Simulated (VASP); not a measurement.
These are PBE GGA, VASP's PBE PAW potentials (set 64) (plane waves; VASP) values and carry that method's errors.

VASP input:

INCAR:
```
ALGO = Normal
EDIFF = 1E-6
ENCUT = 400
GGA = PE
ISMEAR = 0
LASPH = .TRUE.
LCHARG = .FALSE.
LMAXMIX = 4
LREAL = .FALSE.
LWAVE = .TRUE.
NELM = 100
PREC = Accurate
SIGMA = 0.05
SYSTEM = Cd4S2Se2
```

**KPOINTS**
```
Regular mesh
0
G
 2 4 4
0 0 0
```

POSCAR:
```
Cd4S2Se2
1
    4.3034194252    -7.4241149472     0.0000000000
    2.1388817402     3.7046517466     0.0000000000
    0.0000000000     0.0000000000     6.9839991420
Cd Se S
4 2 2
Direct
  0.3434334644   0.3434324644   0.4911562728
  0.1565675356   0.6565675356   0.9911562728
  0.8240452406   0.3240452406   0.5096724923
  0.6759537594   0.6759547594   0.0096724923
  0.3389979512   0.3389969512   0.8742410558
  0.1610030488   0.6610030488   0.3742410558
  0.8280325902   0.3280325902   0.8789301791
  0.6719664098   0.6719674098   0.3789301791
```

POTCAR, in this order: Cd Se S (PBE.64 set). Program: vasp_std.

Output

**OSZICAR**
```
       N       E                     dE             d eps       ncg     rms          rms(c)
DAV:   1     0.444530905152E+03    0.44453E+03   -0.30225E+04  1314   0.124E+03
DAV:   2     0.281917664333E+01   -0.44171E+03   -0.43422E+03  1463   0.335E+02
DAV:   3    -0.247333394242E+02   -0.27553E+02   -0.27442E+02  1524   0.823E+01
DAV:   4    -0.250753938739E+02   -0.34205E+00   -0.34163E+00  1443   0.882E+00
DAV:   5    -0.250807075842E+02   -0.53137E-02   -0.53123E-02  1518   0.108E+00    0.135E+01
DAV:   6    -0.232154496526E+02    0.18653E+01   -0.44113E+00  1561   0.148E+01    0.106E+01
DAV:   7    -0.231718837212E+02    0.43566E-01   -0.15423E+00  1407   0.501E+00    0.473E+00
DAV:   8    -0.231655494183E+02    0.63343E-02   -0.21267E-01  1507   0.346E+00    0.698E-01
DAV:   9    -0.231629002968E+02    0.26491E-02   -0.40663E-02  1459   0.169E+00    0.189E-01
DAV:  10    -0.231632111308E+02   -0.31083E-03   -0.31086E-03  1454   0.385E-01    0.147E-01
DAV:  11    -0.231634894768E+02   -0.27835E-03   -0.35509E-04  1435   0.102E-01    0.801E-02
DAV:  12    -0.231636505302E+02   -0.16105E-03   -0.22974E-04  1413   0.899E-02    0.331E-02
DAV:  13    -0.231636563063E+02   -0.57762E-05   -0.16843E-05  1500   0.219E-02    0.143E-02
DAV:  14    -0.231636564215E+02   -0.11513E-06   -0.16324E-05  1326   0.197E-02    0.475E-03
DAV:  15    -0.231636574077E+02   -0.98624E-06   -0.36116E-06  1134   0.993E-03
   1 F= -.23163657E+02 E0= -.23163657E+02  d E =-.174538E-12
```

OUTCAR:
```
------------------------ aborting loop because EDIFF is reached ----------------------------------------
  FORCE on cell =-STRESS in cart. coord.  units (eV):
  Direction    XX          YY          ZZ          XY          YZ          ZX
  --------------------------------------------------------------------------------------
  Total        0.1437599      0.2025243     -0.1413785      0.0508915      0.0000000      0.0000000
  in kB        1.0363755      1.4600118     -1.0192079      0.3668801      0.0000000      0.0000000
  external PRESSURE =       0.4923931 kB  Pullay stress =       0.0000000 kB
  volume of cell :      222.24
      direct lattice vectors                 reciprocal lattice vectors
     4.303419425 -7.424114947  0.000000000     0.116418036 -0.067213986  0.000000000
     2.138881740  3.704651747  0.000000000     0.233301520  0.135234206  0.000000000
     0.000000000  0.000000000  6.983999142     0.000000000  0.000000000  0.143184439
 POSITION                                       TOTAL-FORCE (eV/Angst)
 -----------------------------------------------------------------------------------
      2.21250     -1.27739      3.43023         0.000097     -0.000056      0.009897
      2.07810      1.26998      6.92223        -0.000097      0.000056      0.009897
      4.23931     -4.91733      3.55955         0.000900     -0.000520      0.007062
      4.35470     -2.51418      0.06755        -0.000900      0.000520      0.007062
      2.18392     -1.26089      6.10570        -0.000823      0.000475     -0.014027
      2.10667      1.25348      2.61370         0.000823     -0.000475     -0.014027
      4.26499     -4.93216      6.13845         0.006294     -0.003634     -0.002932
      4.32901     -2.49935      2.64645        -0.006294      0.003634     -0.002932
 -----------------------------------------------------------------------------------
    total drift:                                0.008086     -0.013346      0.001262
  FREE ENERGIE OF THE ION-ELECTRON SYSTEM (eV)
  ---------------------------------------------------
  free  energy   TOTEN  =       -23.1636574077 eV

  energy  without entropy=      -23.1636574077  energy(sigma->0) =      -23.16365741
```
(Selected blocks of OUTCAR.)

The structure was generated: Cd4S2Se2 was put into an ordered model structure (Pmn2_1), which need not be its known phase. It was relaxed first. The k-mesh is coarse (spacing up to 0.42 per Å, 2π included), so the numbers may not be converged in it.
